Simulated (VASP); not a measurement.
Consider the following.

```
NiSi2
1.0
    0.00000     2.66902     2.66902
    2.66902     0.00000     2.66902
    2.66902     2.66902     0.00000
Si Ni
2 1
Cartesian
  1.33451   1.33451   1.33451
  4.00354   4.00354   4.00354
  0.00000   0.00000   0.00000
```

Computed with PBE GGA, VASP's PBE PAW potentials (set 64) (plane waves; VASP). Settings: 300 eV cut-off, 9×9×9 Γ-centred mesh, Gaussian smearing of 0.14 eV, potentials Si Ni.

At this cut-off the stress carries a Pulay error, which pulls relaxed volumes low.

Task: Give the stress tensor in GPa (positive for a compressed cell).

Result: 
```
9.77  0.00  0.00
0.00  9.77  0.00
0.00  0.00  9.77
```
The pressure is its mean diagonal, 9.77 GPa.

The structure is a typed NiSi2 crystal. The cell was not relaxed at this level. The run is not spin-polarised, so no magnetic state was tried.
